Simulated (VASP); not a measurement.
All values below come from PBE GGA, VASP's PBE PAW potentials (set 64) (plane waves; VASP).

Input for VASP

### POSCAR
```
SnO2
1
    4.8242507146    -0.0000000000     0.0000000000
   -0.0000000000     4.8242507146     0.0000000000
    0.0000000000     0.0000000000     3.2466652093
Sn O
2 4
Direct
  1.0000000000   1.0000000000   1.0000000000
  0.5000000000   0.5000000000   0.5000000000
  0.3065373554   0.3065373554   1.0000000000
  0.8065373554   0.1934626446   0.5000000000
  0.1934626446   0.8065373554   0.5000000000
  0.6934626446   0.6934626446   0.0000000000
```

**INCAR**
```
SYSTEM=SnO2
PREC=Accurate; ENCUT=520; LREAL=.FALSE.
LASPH=.TRUE.
EDIFF=1E-6; NELM=100; ALGO=Normal
LMAXMIX=4
ISMEAR=0; SIGMA=0.05
GGA=PE
IBRION=2; NSW=60; ISIF=3
EDIFFG=-0.02
LWAVE=.FALSE.; LCHARG=.FALSE.
```

KPOINTS:
```
Automatic mesh
0
Gamma
4 4 6
0 0 0
```

POTCAR, in this order: Sn_d O (PBE.64 set). Program: vasp_std.

**Question.** What will the output report for the number of irreducible k-points (NKPTS), number of bands (NBANDS), largest plane-wave count, number of space-group operations, FFT grid (NGX, NGY, NGZ)?

**Answer.** 
```json
{
 "number of irreducible k-points (NKPTS)": "24",
 "number of bands (NBANDS)": "31",
 "largest_plane_wave_count": "2060",
 "number_of_space_group_operations": "16",
 "FFT grid (NGX, NGY, NGZ)": "36 × 36 × 24"
}
```

The compound is SnO2 in the rutile structure. This run relaxes it. Symmetry was kept, so distortions that lower it aren't found. The start is the result of an earlier pass.
